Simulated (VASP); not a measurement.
Input of a VASP 6.6.1 run:

Contents of INCAR:

```
SYSTEM = SiB2
PREC = Accurate
ENCUT = 520
EDIFF = 1E-6
ISMEAR = 0
SIGMA = 0.1
LREAL = .FALSE.
LASPH = .TRUE.
NELM = 120
ALGO = Normal
ISIF = 3
LWAVE = .FALSE.
LCHARG = .FALSE.
GGA = PE
IBRION = 2
NSW = 90
EDIFFG = -0.01
KPAR = 4
```

File KPOINTS:

```
regular mesh
0
G
  6 6 8
  0 0 0
```

Contents of POSCAR:

```
SiB2
1.0
    5.3554278800     -3.4265186000      0.0000000000
    5.3554278800      3.4265186000      0.0000000000
   -2.4287333600      0.0000000000      4.5369366400
Si B
5 10
Direct
    0.3078327700      0.3078327700      0.8752644800
    0.6237334000      0.6237334000      0.9441676600
    0.2487717500      0.2487717500      0.3841202300
    0.2366640000      0.7496004500      0.3559973400
    0.7496004500      0.2366640000      0.3559973400
    0.1410258000      0.1410258000      0.9525598200
    0.6807829900      0.1091763000      0.9050097200
    0.1091763000      0.6807829900      0.9050097200
    0.8198733700      0.8198733700      0.9867445000
    0.8625129100      0.3212525100      0.0814932200
    0.3212525100      0.8625129100      0.0814932200
    0.4595855400      0.4595855400      0.4763291600
    0.8646831300      0.1172379100      0.7189727500
    0.1172379100      0.8646831300      0.7189727500
    0.8507970200      0.8507970200      0.7071380300
```

Potentials or basis: VASP PAW PBE potentials, release 64 (Si, B).

Command:

```bash
$ cat potpaw_PBE.64/Si/POTCAR potpaw_PBE.64/B/POTCAR > POTCAR
$ mpirun -np 4 vasp_std > vasp.out
```

Question: Estimate the band gap on the k mesh.

Answer: None (metal or under the smearing width).

Question: What does it give for the relaxed volume?

Answer: 11.11 Å³/atom.

Question: Estimate the relaxed cell.

Answer: a = 6.363 Å, b = 6.363 Å, c = 5.139 Å, α = 113.41°, β = 113.41°, γ = 65.26°.

Step by step:
```csv
step,energy change (eV),largest force (eV/Å),pressure (GPa),volume (Å³)
1,0.0000,0.0552,-0.01,166.51
2,-0.0005,0.0725,0.02,166.48
3,-0.0005,0.0480,0.01,166.49
4,-0.0007,0.0210,0.01,166.50
5,-0.0007,0.0258,0.01,166.50
6,-0.0008,0.0153,0.02,166.53
7,-0.0009,0.0161,0.02,166.54
8,-0.0009,0.0138,-0.01,166.60
9,-0.0009,0.0132,-0.04,166.64
10,-0.0010,0.0097,0.01,166.61
```
